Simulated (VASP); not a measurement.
A VASP calculation is set up with these files.

File KPOINTS:
```
Automatic mesh
0
Gamma
10 10 5
0 0 0
```

**POSCAR**
```
SiSn
1
    3.6241141283    -0.0000000000    -0.0000000000
   -1.8120570641     3.1385730777    -0.0000000000
   -0.0000000000     0.0000000000     6.8298839199
Si Sn
2 2
Direct
  0.0000000000   0.0000000000   0.0000000000
  0.0000000000   0.0000000000   0.5000000000
  0.3333330000   0.6666670000   0.2500000000
  0.6666670000   0.3333330000   0.7500000000
```

INCAR:
```
ALGO  =  Normal
EDIFF  =  1E-6
EDIFFG  =  -0.02
ENCUT  =  500
GGA  =  PS
IBRION  =  2
ISIF  =  3
ISMEAR  =  1
LASPH  =  .TRUE.
LCHARG  =  .FALSE.
LMAXMIX  =  4
LREAL  =  .FALSE.
LWAVE  =  .FALSE.
NELM  =  100
NSW  =  40
PREC  =  Accurate
PSTRESS  =  200
SIGMA  =  0.1
SYSTEM  =  SiSn
```

POTCAR, in this order: Si Sn_d (PBE.64 set). Program: vasp_std.

**Question.** Translate this PBEsol calculation to Quantum ESPRESSO's pw.x.

**Answer.** One equivalent input (not run):
```
&CONTROL
  calculation = 'vc-relax'
  pseudo_dir = './pseudo'
  outdir = './out'
  tprnfor = .true.
  tstress = .true.
  nstep = 40
  forc_conv_thr = 0.00078
/
&SYSTEM
  ibrav = 0
  nat = 4
  ntyp = 2
  ecutwfc = 72
  occupations = 'smearing'
  smearing = 'methfessel-paxton'
  degauss = 0.00735
  input_dft = 'pbesol'
/
&ELECTRONS
  conv_thr = 7.3e-08
  electron_maxstep = 100
/
&IONS
/
&CELL
  press = 200
/
ATOMIC_SPECIES
  Si 28.085 Si.upf
  Sn 118.710 Sn.upf
CELL_PARAMETERS angstrom
     3.6241141   -0.0000000   -0.0000000
    -1.8120571    3.1385731   -0.0000000
    -0.0000000    0.0000000    6.8298839
ATOMIC_POSITIONS crystal
  Si   0.0000000  0.0000000  0.0000000
  Si   0.0000000  0.0000000  0.5000000
  Sn   0.3333330  0.6666670  0.2500000
  Sn   0.6666670  0.3333330  0.7500000
K_POINTS automatic
  10 10 5 0 0 0
```
What does not carry over: the potentials are each code's own (VASP's PAW set, PseudoDojo norm-conserving files in pw.x), so ENCUT and ecutwfc are chosen apart and not converted; conv_thr bounds pw.x's estimated SCF error, while EDIFF bounds the energy change between steps; forc_conv_thr acts on force components and is met together with etot_conv_thr.

The structure was generated: SiSn was put into the NiAs type type (P6_3/mmc), which need not be its known phase. This run relaxes it under an external pressure of 20 GPa. Symmetry was kept, so distortions that lower it aren't found.
